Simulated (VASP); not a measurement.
Given:

```
TiO2
1.0
    5.11874     0.00000     0.00000
    0.00000     9.13995     0.00000
    0.00000     0.00000     5.42691
Ti O
8 16
Direct
  0.13791   0.37103   0.40258
  0.86209   0.62897   0.59742
  0.36209   0.62897   0.90258
  0.63791   0.37103   0.09742
  0.63791   0.12897   0.59742
  0.36209   0.87103   0.40258
  0.86209   0.87103   0.09742
  0.13791   0.12897   0.90258
  0.46471   0.26971   0.38999
  0.53529   0.73029   0.61001
  0.03529   0.73029   0.88999
  0.96471   0.26971   0.11001
  0.96471   0.23029   0.61001
  0.03529   0.76971   0.38999
  0.53529   0.76971   0.11001
  0.46471   0.23029   0.88999
  0.81663   0.01048   0.85119
  0.18337   0.98952   0.14881
  0.68337   0.98952   0.35119
  0.31663   0.01048   0.64881
  0.31663   0.48952   0.14881
  0.68337   0.51048   0.85119
  0.18337   0.51048   0.64881
  0.81663   0.48952   0.35119
```

Method: PBE GGA, VASP's PBE PAW potentials (set 64) (plane waves; VASP 6.6.1). Settings: LREAL = Auto, 400 eV cut-off, 3×2×3 Γ-centred mesh, Gaussian smearing of 0.010 eV, potentials Ti_sv O.

At this cut-off the stress carries a Pulay error, which pulls relaxed volumes low.

Question: Predict the energy per atom (σ→0), pressure, largest force, band gap (on the k-mesh) with the smallest direct gap where there is one.

Answer: 
The band gap (on the k-mesh) comes out as 2.33 eV and the smallest direct gap (on the k-mesh) is 2.33 eV. The energy per atom (σ→0) is -8.960 eV/atom. The pressure comes out as 2.30 GPa. The largest force is 0.206 eV/Å.

The absolute energy has meaning only against runs of the same code, potentials and settings.

The structure comes from a computed database's TiO2 entry, a phase known from measurement. The cell was not relaxed at this level.
